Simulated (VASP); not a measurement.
Output of a VASP run:

OSZICAR:
```
       N       E                     dE             d eps       ncg     rms           ort
DAV:   1     0.958159566820E+02    0.95816E+02   -0.34899E+03   232   0.124E+03
DAV:   2     0.344474540837E+02   -0.61369E+02   -0.60004E+02   232   0.233E+02
DAV:   3     0.204557083686E+02   -0.13992E+02   -0.13984E+02   232   0.151E+02
DAV:   4     0.194167064588E+02   -0.10390E+01   -0.10388E+01   232   0.603E+01
DAV:   5     0.193930433103E+02   -0.23663E-01   -0.23661E-01   232   0.102E+01
SDA:   6     0.207950106117E+02    0.14020E+01   -0.23661E-01   232   0.276E+00   0.000E+00
CGA:   7     0.207120270108E+02   -0.82984E-01   -0.82972E-01   232   0.735E-01  -0.775E-04
CGA:   8     0.206952358002E+02   -0.16791E-01   -0.16791E-01   232   0.954E-02   0.550E-04
CGA:   9     0.206932400841E+02   -0.19957E-02   -0.19958E-02   232   0.136E-02   0.227E-04
CGA:  10     0.206928731677E+02   -0.36692E-03   -0.36698E-03   232   0.242E-03  -0.126E-05
CGA:  11     0.206928062188E+02   -0.66949E-04   -0.66941E-04   232   0.608E-04   0.108E-06
CGA:  12     0.206927826694E+02   -0.23549E-04   -0.23763E-04   232   0.232E-04  -0.131E-05
CGA:  13     0.206927737472E+02   -0.89222E-05   -0.91997E-05   232   0.837E-05  -0.168E-05
CGA:  14     0.206927710082E+02   -0.27391E-05   -0.27442E-05   232   0.215E-05  -0.441E-07
CGA:  15     0.206927703224E+02   -0.68572E-06   -0.66771E-06   232   0.542E-06   0.398E-06
CGA:  16     0.206927700962E+02   -0.22623E-06   -0.21934E-06   232   0.186E-06   0.958E-07
CGA:  17     0.206927700074E+02   -0.88856E-07   -0.89226E-07   232   0.526E-07  -0.135E-08
   1 F= 0.20692770E+02 E0= 0.20693713E+02  d E =-.282890E-02
```

OUTCAR:
```
------------------------ aborting loop because EDIFF is reached ----------------------------------------
  FORCE on cell =-STRESS in cart. coord.  units (eV):
  Direction    XX          YY          ZZ          XY          YZ          ZX
  --------------------------------------------------------------------------------------
  Total        0.0025837      0.0025837      0.0025837     -0.0000000      0.0000000     -0.0000000
  in kB        0.0347919      0.0347919      0.0347919     -0.0000000      0.0000000     -0.0000000
  external PRESSURE =       0.0347919 kB  Pullay stress =       0.0000000 kB
  volume of cell :      118.98
      direct lattice vectors                 reciprocal lattice vectors
    -3.098421027  3.098421027  3.098421027     0.000000000  0.161372517  0.161372517
     3.098421027 -3.098421027  3.098421027     0.161372517  0.000000000  0.161372517
     3.098421027  3.098421027 -3.098421027     0.161372517  0.161372517  0.000000000
 POSITION                                       TOTAL-FORCE (eV/Angst)
 -----------------------------------------------------------------------------------
      0.00000      0.00000      0.00000        -0.000000      0.000000      0.000000
 -----------------------------------------------------------------------------------
    total drift:                               -0.000000     -0.000000     -0.000000
  FREE ENERGIE OF THE ION-ELECTRON SYSTEM (eV)
  ---------------------------------------------------
  free  energy   TOTEN  =        20.6927700074 eV

  energy  without entropy=       20.6955989049  energy(sigma->0) =       20.69371297
```
(Selected blocks of OUTCAR.)

### POSCAR
```
Cs
1
   -3.0984210267     3.0984210267     3.0984210267
    3.0984210267    -3.0984210267     3.0984210267
    3.0984210267     3.0984210267    -3.0984210267
Cs
1
Direct
  0.0000000000   1.0000000000   1.0000000000
```

Problem. Write an INCAR and KPOINTS that could have produced this output.

Solution. Several could match; the one computed here: the input of the run itself, revTPSS meta-GGA, plane waves, VASP's PBE PAW potentials (set 64).

**INCAR**
```
! general
SYSTEM  = Cs
PREC    = Accurate
ENCUT   = 520
LREAL   = .FALSE.   ! projection in real space or not
LASPH   = .TRUE.

! electronic loop
EDIFF   = 1E-7   ! SCF stop (eV)
NELM    = 200
ALGO    = All   ! all-band CG
LMAXMIX = 4
LMIXTAU = .TRUE.

! smearing
ISMEAR  = 1   ! Methfessel-Paxton
SIGMA   = 0.1   ! width (eV)

! functional
METAGGA = RTPSS

! ions
ISIF    = 2   ! forces and stress, cell fixed

! output
LWAVE   = .FALSE.
LCHARG  = .FALSE.
```

**KPOINTS**
```
Automatic mesh
0
Gamma
8 8 8
0 0 0
```

POTCAR, in this order: Cs_sv (PBE.64 set). Program: vasp_std.

The compound is Cs in the bcc structure. It was relaxed first.
